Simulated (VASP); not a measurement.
OSZICAR of a VASP run on AlN (wurtzite):

**OSZICAR**
```
       N       E                     dE             d eps       ncg     rms          rms(c)
DAV:   1     0.647397011004E+02    0.64740E+02   -0.86810E+03   720   0.139E+03
DAV:   2    -0.297358636598E+02   -0.94476E+02   -0.86684E+02  1080   0.262E+02
DAV:   3    -0.345461969344E+02   -0.48103E+01   -0.47807E+01   952   0.638E+01
DAV:   4    -0.345906191940E+02   -0.44422E-01   -0.44411E-01   836   0.691E+00
DAV:   5    -0.345912094672E+02   -0.59027E-03   -0.59025E-03   940   0.806E-01    0.124E+01
DAV:   6    -0.297238722809E+02    0.48673E+01   -0.16870E+01   876   0.339E+01    0.427E+00
DAV:   7    -0.297355337044E+02   -0.11661E-01   -0.71524E-01   820   0.722E+00    0.293E+00
DAV:   8    -0.297280861478E+02    0.74476E-02   -0.77389E-02   804   0.314E+00    0.475E-01
DAV:   9    -0.297233648600E+02    0.47213E-02   -0.19122E-02   932   0.105E+00    0.240E-01
DAV:  10    -0.297239009676E+02   -0.53611E-03   -0.25707E-03   856   0.420E-01    0.143E-01
DAV:  11    -0.297237969464E+02    0.10402E-03   -0.33740E-04   848   0.153E-01    0.318E-02
DAV:  12    -0.297237993112E+02   -0.23648E-05   -0.95776E-06   848   0.345E-02    0.767E-03
DAV:  13    -0.297237989545E+02    0.35666E-06   -0.80516E-06   848   0.237E-02
   1 F= -.24662111E+02 E0= -.24662111E+02  d E =-.246621E+02
       N       E                     dE             d eps       ncg     rms          rms(c)
DAV:   1    -0.295935367959E+02    0.13026E+00   -0.80688E+00   784   0.288E+01    0.408E+00
DAV:   2    -0.292413186595E+02    0.35222E+00   -0.98486E-01   812   0.833E+00    0.115E+00
DAV:   3    -0.292336122037E+02    0.77065E-02   -0.77489E-02   876   0.272E+00    0.380E-01
DAV:   4    -0.292318708519E+02    0.17414E-02   -0.30200E-03   860   0.527E-01    0.219E-01
DAV:   5    -0.292313208106E+02    0.55004E-03   -0.50908E-04   804   0.225E-01    0.802E-02
DAV:   6    -0.292313085637E+02    0.12247E-04   -0.16544E-04   904   0.124E-01    0.150E-02
DAV:   7    -0.292313050216E+02    0.35421E-05   -0.12308E-05   832   0.311E-02    0.803E-03
DAV:   8    -0.292313050027E+02    0.18911E-07   -0.38752E-07   404   0.716E-03
   2 F= -.24618400E+02 E0= -.24618400E+02  d E =0.437106E-01
       N       E                     dE             d eps       ncg     rms          rms(c)
DAV:   1    -0.296998219668E+02   -0.46852E+00   -0.25734E+00   796   0.157E+01    0.234E+00
DAV:   2    -0.295819485062E+02    0.11787E+00   -0.36463E-01   812   0.507E+00    0.593E-01
DAV:   3    -0.295802814941E+02    0.16670E-02   -0.22294E-02   884   0.143E+00    0.214E-01
DAV:   4    -0.295796549545E+02    0.62654E-03   -0.95194E-04   852   0.300E-01    0.112E-01
DAV:   5    -0.295794712611E+02    0.18369E-03   -0.15687E-04   832   0.118E-01    0.405E-02
DAV:   6    -0.295794654451E+02    0.58160E-05   -0.26979E-05   872   0.510E-02    0.686E-03
DAV:   7    -0.295794655039E+02   -0.58833E-07   -0.85616E-07   420   0.914E-03
   3 F= -.24713196E+02 E0= -.24713196E+02  d E =-.510846E-01
       N       E                     dE             d eps       ncg     rms          rms(c)
DAV:   1    -0.295756407301E+02    0.38247E-02   -0.60036E-04   804   0.241E-01    0.347E-02
DAV:   2    -0.295756148636E+02    0.25867E-04   -0.80799E-05   816   0.749E-02    0.867E-03
DAV:   3    -0.295756148165E+02    0.47045E-07   -0.50065E-06   860   0.216E-02
   4 F= -.24713201E+02 E0= -.24713201E+02  d E =-.510901E-01
       N       E                     dE             d eps       ncg     rms          rms(c)
DAV:   1    -0.295755849242E+02    0.29939E-04   -0.26572E-02   720   0.157E+00    0.783E-02
DAV:   2    -0.295754629327E+02    0.12199E-03   -0.21093E-04   904   0.147E-01    0.441E-02
DAV:   3    -0.295753966961E+02    0.66237E-04   -0.93363E-05   892   0.858E-02    0.313E-03
DAV:   4    -0.295753971866E+02   -0.49057E-06   -0.55183E-06   772   0.236E-02
   5 F= -.24713626E+02 E0= -.24713626E+02  d E =-.425275E-03
       N       E                     dE             d eps       ncg     rms          rms(c)
DAV:   1    -0.295750617766E+02    0.33492E-03   -0.32592E-02   720   0.174E+00    0.865E-02
DAV:   2    -0.295749118521E+02    0.14992E-03   -0.25919E-04   904   0.162E-01    0.487E-02
DAV:   3    -0.295748303571E+02    0.81495E-04   -0.11464E-04   896   0.951E-02    0.341E-03
DAV:   4    -0.295748309529E+02   -0.59584E-06   -0.67755E-06   804   0.261E-02
   6 F= -.24713795E+02 E0= -.24713795E+02  d E =-.593451E-03
       N       E                     dE             d eps       ncg     rms          rms(c)
DAV:   1    -0.295785551052E+02   -0.37247E-02   -0.45281E-02   720   0.197E+00    0.488E-02
DAV:   2    -0.295785600320E+02   -0.49269E-05   -0.68952E-04   852   0.242E-01    0.281E-02
DAV:   3    -0.295785355448E+02    0.24487E-04   -0.47735E-05   876   0.730E-02    0.857E-03
DAV:   4    -0.295785349409E+02    0.60393E-06   -0.11289E-05   808   0.309E-02    0.398E-03
DAV:   5    -0.295785348143E+02    0.12650E-06   -0.46371E-07   360   0.714E-03
   7 F= -.24713740E+02 E0= -.24713740E+02  d E =0.542464E-04
       N       E                     dE             d eps       ncg     rms          rms(c)
DAV:   1    -0.295764973794E+02    0.20376E-02   -0.14942E-02   720   0.113E+00    0.282E-02
DAV:   2    -0.295764989678E+02   -0.15884E-05   -0.23031E-04   844   0.140E-01    0.162E-02
DAV:   3    -0.295764910775E+02    0.78903E-05   -0.15553E-05   868   0.419E-02    0.499E-03
DAV:   4    -0.295764909238E+02    0.15373E-06   -0.38659E-06   660   0.180E-02
   8 F= -.24713856E+02 E0= -.24713856E+02  d E =-.615242E-04
```

Problem. Which electronic solver shows in the log?

Solution. It is blocked Davidson (ALGO = Normal, or the opening steps of other solvers). The INCAR had ALGO = Normal.

Problem. Can the final energy be trusted as converged?

Solution. The calculation finished and met its thresholds. It stopped with EDIFF = 1E-6, NELM = 100, NSW = 40 and EDIFFG = -0.02 after 8 ionic steps (PBE GGA, plane waves, VASP's PBE PAW potentials (set 64)). Energy and stress use the plane-wave basis of the starting cell.

The compound is AlN in the wurtzite structure. This run relaxes it under an external pressure of 20 GPa. Symmetry was kept, so distortions that lower it aren't found.
